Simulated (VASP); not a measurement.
Consider the following.

```
ZrSe2
1.0
    1.88042    -3.25699     0.00000
    1.88042     3.25699     0.00000
    0.00000     0.00000     6.14271
Zr Se
1 2
Direct
  0.00000   0.00000   0.00000
  0.33333   0.66667   0.25889
  0.66667   0.33333   0.74111
```

The numbers are results of PBE GGA with D4 dispersion, VASP's PBE PAW potentials (set 64) (plane waves; VASP), not measurements. Run with 520 eV cut-off, Gaussian smearing of 0.050 eV, potentials Zr_sv Se.

**Question.** Give the energies of bands 7 to 15 at the high-symmetry points, in eV from the valence-band maximum.

**Answer.** 
| band | Γ | M | K | A | L | H |
|---|---|---|---|---|---|---|
| 7 | -4.88 | -4.71 | -3.86 | -3.61 | -4.80 | -3.82 |
| 8 | -2.65 | -3.02 | -3.67 | -2.59 | -3.78 | -3.82 |
| 9 | -2.65 | -2.81 | -3.67 | -2.59 | -2.71 | -3.39 |
| 10 | -0.03 | -2.49 | -2.41 | -2.31 | -2.67 | -2.56 |
| 11 | -0.03 | -2.31 | -2.41 | -0.24 | -1.01 | -2.10 |
| 12 | 0.00 | -1.40 | -1.82 | -0.24 | -1.00 | -2.10 |
| 13 | 1.03 | 0.41 | 1.78 | 1.00 | 0.18 | 1.83 |
| 14 | 1.03 | 2.56 | 2.58 | 1.00 | 2.56 | 2.08 |
| 15 | 1.38 | 2.96 | 2.58 | 1.84 | 2.94 | 2.08 |

The gap is indirect, 0.18 eV, from the valence maximum at Γ to the conduction minimum at L.

The compound is ZrSe2 in the 1T layered structure. It was relaxed first.
